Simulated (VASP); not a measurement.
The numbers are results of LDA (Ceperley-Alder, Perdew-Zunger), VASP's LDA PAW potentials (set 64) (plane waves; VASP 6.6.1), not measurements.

A VASP calculation is set up with these files.

### INCAR
```
SYSTEM = Cd
PREC = Accurate
ENCUT = 500
EDIFF = 1E-6
NELM = 100
ALGO = Normal
LREAL = .FALSE.
LASPH = .TRUE.
ISMEAR = 1
SIGMA = 0.1
LMAXMIX = 4
LWAVE = .FALSE.
LCHARG = .FALSE.
IBRION = 2
ISIF = 3
NSW = 40
EDIFFG = -0.02
PSTRESS = 300
```

**KPOINTS**
```
Automatic mesh
0
gamma
15 15 8
0 0 0
```

POSCAR:
```
Cd
1
    1.3943679870    -2.4151192932     0.0000000000
    1.3943679870     2.4151192932     0.0000000000
   -0.0000000000     0.0000000000     4.7421248062
Cd
2
Direct
  0.3333330000   0.6666670000   0.2500000000
  0.6666670000   0.3333330000   0.7500000000
```

POTCAR, in this order: Cd (LDA.64 set). Program: vasp_std.

Question: Predict the energy per atom (σ→0), volume per atom, band gap (on the k-mesh).

Answer: 
```yaml
energy per atom (σ→0): -1215 meV/atom
band gap (on the k-mesh): none (metal, semimetal or under 0.01 eV)
volume_per_atom: 15.91 Å^3/atom
```

**OSZICAR**
```
...
   8 F= 0.35279330E+01 E0= 0.35280122E+01  d E =0.557594E-03
       N       E                     dE             d eps       ncg     rms          rms(c)
DAV:   1    -0.243867076864E+01    0.23220E-01   -0.18797E-01  4328   0.633E+00    0.647E-01
DAV:   2    -0.242989482288E+01    0.87759E-02   -0.22341E-02  4448   0.240E+00    0.236E-01
DAV:   3    -0.242925059756E+01    0.64423E-03   -0.12314E-03  5320   0.481E-01    0.178E-01
DAV:   4    -0.242911695153E+01    0.13365E-03   -0.14566E-04  4568   0.114E-01    0.177E-02
DAV:   5    -0.242911701358E+01   -0.62057E-07   -0.61330E-06  5024   0.341E-02
   9 F= 0.35272885E+01 E0= 0.35273309E+01  d E =-.869194E-04
```

The compound is Cd in the hcp structure. This run relaxes it under an external pressure of 30 GPa. Symmetry was kept, so distortions that lower it aren't found.
